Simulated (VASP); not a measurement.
Given:

```
CELL_PARAMETERS angstrom
     -3.13847     3.14001     3.14001
      3.13847    -3.14213     3.14213
      1.56923     1.57107    -1.57107
ATOMIC_POSITIONS crystal
  W  0.00000 0.00000 0.00000
  W  0.00000 0.50000 0.00000
  Mo 0.50000 0.00000 0.00000
  Mo 0.50000 0.50000 0.00000
```

The numbers are results of PBEsol GGA, VASP's PBE PAW potentials (set 64) (plane waves; VASP), not measurements. Numerical set-up: 400 eV cut-off, 8×8×15 Γ-centred mesh, tetrahedra with Blöchl corrections, potentials W_sv Mo_sv.

For a metal the tetrahedron method with Blöchl corrections gives inexact stress and forces. Unless said otherwise, spin-orbit coupling is left out, though it shifts the bands of the heavy elements here.

**Question.** What does the run give for the energy per atom (σ→0), pressure, band gap (on the k-mesh) with the smallest direct gap where there is one?

**Answer.** 
```json
{
 "band gap (on the k-mesh)": "none (metal, semimetal or under 0.01 eV)",
 "energy per atom (σ→0)": "-12.793 eV/atom",
 "pressure": "1.06 GPa"
}
```

Only differences to runs with the same potentials and settings are physical.

The structure was generated: Mo2W2 was put into an ordered model structure (Cmmm), which need not be its known phase. It was relaxed first.
